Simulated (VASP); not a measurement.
Write the native input for VASP 6.6.1 that does the following.

* Task: single point
* Functional: LDA
* Potentials or basis: VASP PAW LDA potentials, release 64 (Ti_sv, Os)
* Cutoff: 520 eV
* k mesh: 14 × 14 × 14
* Occupations: gaussian, width 0.1 eV
* Spin: no spin polarisation
* Dipole correction: no
* Further INCAR settings: ALGO = Normal; EDIFF = 1e-07; NBANDS = 17

The structure of TiOs lies in POSCAR:

```
TiOs
1.0
    3.0400085134      0.0000000000      0.0000000000
    0.0000000000      3.0400085134      0.0000000000
    0.0000000000      0.0000000000      3.0400085134
Ti Os
1 1
Direct
    0.5000000000      0.5000000000      0.5000000000
    0.0000000000      0.0000000000      0.0000000000
```

The cell isn't the ideal one: relaxed again under DFT LDA, scalar-relativistic, plane waves, PAW.

One way to write it, as run:

INCAR

```
SYSTEM = TiOs
PREC     = Accurate       ! precision mode
ENCUT    = 520            ! plane-wave cutoff, eV
EDIFF    = 1E-7           ! SCF threshold, eV
ISMEAR   = 0              ! smearing method
SIGMA    = 0.1            ! smearing width, eV
LREAL    = .False.        ! projectors in reciprocal space
LASPH    = .True.         ! aspherical terms in the spheres
NELM     = 100            ! most SCF steps
ALGO     = Normal         ! electronic algorithm
ISIF     = 2              ! what is computed and relaxed
LWAVE    = .False.        ! write WAVECAR
LCHARG   = .True.         ! write CHGCAR
LELF     = .True.         ! ELF
LVHAR    = .True.       
NBANDS   = 17             ! bands
```

KPOINTS

```
Automatic mesh
0
Gamma
  14 14 14
  0 0 0
```

Potentials or basis: VASP PAW LDA potentials, release 64 (Ti_sv, Os).

Run with:

```console
$ cat potpaw_LDA.64/Ti_sv/POTCAR potpaw_LDA.64/Os/POTCAR > POTCAR
$ mpirun -np 1 vasp_std > vasp.out
```

Results of the run:

The pressure is 0.4 GPa. The band gap on the k mesh is none (metal or under the smearing width).

Wall time 16 s on 1 thread of Intel(R) Xeon(R) 6975P-C (Granite Rapids), with other jobs on the host, peak memory 0.17 GiB.
